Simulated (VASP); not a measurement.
Output of a VASP run:

**OUTCAR**
```
 ion  position               nearest neighbor table
   1  0.000  0.000  0.000-
  LATTYP: Found a body centered cubic cell.
 ALAT       =     2.9571626558
 Subroutine PRICEL returns:
 Original cell was already a primitive cell.
 Subroutine GETGRP returns: Found 48 space group operations
The static configuration has the point symmetry O_h .
The dynamic configuration has the point symmetry O_h .
 Subroutine INISYM returns: Found 48 space group operations
 Subroutine IBZKPT returns following result:
 Found    145 irreducible k-points:

 Following reciprocal coordinates:
            Coordinates               Weight
  0.000000  0.000000  0.000000      1.000000
  0.062500  0.000000  0.000000     12.000000
  0.125000  0.000000  0.000000     12.000000
  0.187500  0.000000  0.000000     12.000000
  0.250000  0.000000  0.000000     12.000000
  0.312500  0.000000  0.000000     12.000000
  0.375000  0.000000  0.000000     12.000000
  0.437500  0.000000  0.000000     12.000000
  0.500000  0.000000  0.000000      6.000000
  0.062500  0.062500  0.000000     24.000000
  0.125000  0.062500  0.000000     48.000000
  0.187500  0.062500 -0.000000     48.000000
  0.250000  0.062500  0.000000     48.000000
  0.312500  0.062500  0.000000     48.000000
  0.375000  0.062500  0.000000     48.000000
  0.437500  0.062500  0.000000     48.000000
  0.125000  0.125000  0.000000     24.000000
  0.187500  0.125000  0.000000     48.000000
  0.250000  0.125000  0.000000     48.000000
  0.312500  0.125000  0.000000     48.000000
  0.375000  0.125000 -0.000000     48.000000
  0.437500  0.125000  0.000000     24.000000
  0.187500  0.187500  0.000000     24.000000
  0.250000  0.187500  0.000000     48.000000
  0.312500  0.187500  0.000000     48.000000
  0.375000  0.187500  0.000000     48.000000
  0.250000  0.250000  0.000000     24.000000
  0.312500  0.250000  0.000000     48.000000
  0.375000  0.250000  0.000000     24.000000
  0.312500  0.312500  0.000000     24.000000
  0.062500  0.062500  0.062500      8.000000
  0.125000  0.062500  0.062500     24.000000
  0.187500  0.062500  0.062500     24.000000
  0.250000  0.062500  0.062500     24.000000
  0.312500  0.062500  0.062500     24.000000
  0.375000  0.062500  0.062500     24.000000
  0.437500  0.062500  0.062500     12.000000
 -0.062500  0.062500  0.062500      6.000000
  0.125000  0.125000  0.062500     24.000000
  0.187500  0.125000  0.062500     48.000000
   k-points           NKPTS =    145   k-points in BZ     NKDIM =    145   number of bands    NBANDS=     10
   number of dos      NEDOS =    301   number of ions     NIONS =      1
   total plane-waves  NPLWV =   8000
   dimension x,y,z NGX =    20 NGY =   20 NGZ =   20
   dimension x,y,z NGXF=    40 NGYF=   40 NGZF=   40
   ions per type =               1
   PREC   = accura    normal or accurate (medium, high low for compatibility)
   ISTART =      0    job   : 0-new  1-cont  2-samecut
   ICHARG =      2    charge: 1-file 2-atom 10-const
   ISPIN  =      1    spin polarized calculation?
   LNONCOLLINEAR =      F non collinear calculations
   LSORBIT =      F    spin-orbit coupling
   INIWAV =      1    electr: 0-lowe 1-rand  2-diag
   ENCUT  =  520.0 eV  38.22 Ry    6.18 a.u.   4.76  4.76  4.76*2*pi/ulx,y,z
   NELM   =    100;   NELMIN=  2; NELMDL= -5     # of ELM steps
   EDIFF  = 0.1E-05   stopping-criterion for ELM
   LREAL  =      F    real-space projection
   NLSPLINE    = F    spline interpolate recip. space projectors
   LMAXMIX     =    4 max onsite mixed and CHGCAR
   VOSKOWN=      0    Vosko Wilk Nusair interpolation
   EDIFFG = -.1E-01   stopping-criterion for IOM
   NSW    =     60    number of steps for IOM
   NBLOCK =      1;   KBLOCK =     60    inner block; outer block
   IBRION =      2    ionic relax: 0-MD 1-quasi-New 2-CG
   NFREE  =      1    steps in history (QN), initial steepest desc. (CG)
...
```

**OSZICAR**
```
       N       E                     dE             d eps       ncg     rms          rms(c)
DAV:   1     0.839836753536E+02    0.83984E+02   -0.73024E+03  2900   0.143E+03
DAV:   2    -0.941795448819E+01   -0.93402E+02   -0.91368E+02  2990   0.368E+02
DAV:   3    -0.108796185945E+02   -0.14617E+01   -0.14295E+01  2992   0.537E+01
DAV:   4    -0.108889432326E+02   -0.93246E-02   -0.93204E-02  2960   0.456E+00
DAV:   5    -0.108890479078E+02   -0.10468E-03   -0.10467E-03  3008   0.479E-01    0.203E+01
DAV:   6    -0.942608021802E+01    0.14630E+01   -0.57043E+00  2914   0.364E+01    0.210E+00
DAV:   7    -0.940298913256E+01    0.23091E-01   -0.26572E-02  2920   0.222E+00    0.102E+00
DAV:   8    -0.939336251267E+01    0.96266E-02   -0.75008E-03  2922   0.157E+00    0.106E-01
DAV:   9    -0.939339268058E+01   -0.30168E-04   -0.13500E-04  2928   0.192E-01    0.352E-02
DAV:  10    -0.939340045178E+01   -0.77712E-05   -0.94969E-06  2918   0.397E-02    0.162E-03
DAV:  11    -0.939340074243E+01   -0.29065E-06   -0.45817E-08  1466   0.360E-03
   1 F= -.93934007E+01 E0= -.93931370E+01  d E =-.939340E+01
       N       E                     dE             d eps       ncg     rms          rms(c)
DAV:   1    -0.939429221621E+01   -0.89176E-03   -0.18451E-02  2900   0.243E+00    0.335E-01
DAV:   2    -0.939341201981E+01    0.88020E-03   -0.40524E-03  2910   0.942E-01    0.689E-02
DAV:   3    -0.939340125149E+01    0.10768E-04   -0.18171E-05  2900   0.685E-02    0.351E-02
DAV:   4    -0.939339888419E+01    0.23673E-05   -0.96329E-06  2902   0.422E-02    0.247E-03
DAV:   5    -0.939339903446E+01   -0.15027E-06   -0.10014E-07  1456   0.482E-03
   2 F= -.93933990E+01 E0= -.93931283E+01  d E =0.170796E-05
       N       E                     dE             d eps       ncg     rms          rms(c)
DAV:   1    -0.939367727591E+01   -0.27839E-03   -0.55599E-03  2900   0.133E+00    0.185E-01
DAV:   2    -0.939341269554E+01    0.26458E-03   -0.12210E-03  2910   0.518E-01    0.382E-02
DAV:   3    -0.939340978140E+01    0.29141E-05   -0.54449E-06  2900   0.375E-02    0.196E-02
DAV:   4    -0.939340748642E+01    0.22950E-05   -0.29121E-06  2682   0.232E-02    0.136E-03
DAV:   5    -0.939340742644E+01    0.59987E-07   -0.36734E-08  1450   0.296E-03
   3 F= -.93934074E+01 E0= -.93931406E+01  d E =-.668401E-05
```

OUTCAR:
```
------------------------ aborting loop because EDIFF is reached ----------------------------------------
  FORCE on cell =-STRESS in cart. coord.  units (eV):
  Direction    XX          YY          ZZ          XY          YZ          ZX
  --------------------------------------------------------------------------------------
  Total        0.0012071      0.0012071      0.0012071      0.0000000     -0.0000000      0.0000000
  in kB        0.1494370      0.1494370      0.1494370      0.0000000     -0.0000000      0.0000000
  external PRESSURE =       0.1494370 kB  Pullay stress =       0.0000000 kB
  volume of cell :       12.94
      direct lattice vectors                 reciprocal lattice vectors
    -1.479018211  1.479018211  1.479018211     0.000000000  0.338062098  0.338062098
     1.479018211 -1.479018211  1.479018211     0.338062098  0.000000000  0.338062098
     1.479018211  1.479018211 -1.479018211     0.338062098  0.338062098  0.000000000
 POSITION                                       TOTAL-FORCE (eV/Angst)
 -----------------------------------------------------------------------------------
      0.00000     -0.00000      0.00000         0.000000      0.000000      0.000000
 -----------------------------------------------------------------------------------
    total drift:                                0.000000      0.000000      0.000000
  FREE ENERGIE OF THE ION-ELECTRON SYSTEM (eV)
  ---------------------------------------------------
  free  energy   TOTEN  =        -9.3934074264 eV

  energy  without entropy=       -9.3926067983  energy(sigma->0) =       -9.39314055

 reached required accuracy - stopping structural energy minimisation
```
(Selected blocks of OUTCAR.)

POSCAR:
```
V
1
   -1.4785813279     1.4785813279     1.4785813279
    1.4785813279    -1.4785813279     1.4785813279
    1.4785813279     1.4785813279    -1.4785813279
V
1
Direct
  1.0000000000   1.0000000000   1.0000000000
```

Task: Reconstruct the remaining input files.

Result: Several could match; the one computed here: the input of the run itself, AM05 GGA, plane waves, VASP's PBE PAW potentials (set 64).

**KPOINTS**
```
Automatic mesh
0
G
 16 16 16
0 0 0
```

INCAR:
```
ALGO  =  Normal
EDIFF  =  1E-6
EDIFFG  =  -0.01
ENCUT  =  520
GGA  =  AM
IBRION  =  2
ISIF  =  3
ISMEAR  =  1
LASPH  =  .TRUE.
LCHARG  =  .FALSE.
LMAXMIX  =  4
LREAL  =  .FALSE.
LWAVE  =  .FALSE.
NELM  =  100
NSW  =  60
PREC  =  Accurate
SIGMA  =  0.1
SYSTEM  =  V
```

POTCAR, in this order: V_sv (PBE.64 set). Program: vasp_std.

The compound is V in the bcc structure. This run relaxes it. Symmetry was kept, so distortions that lower it aren't found. The start is the result of an earlier pass. The run is not spin-polarised, so no magnetic state was tried.
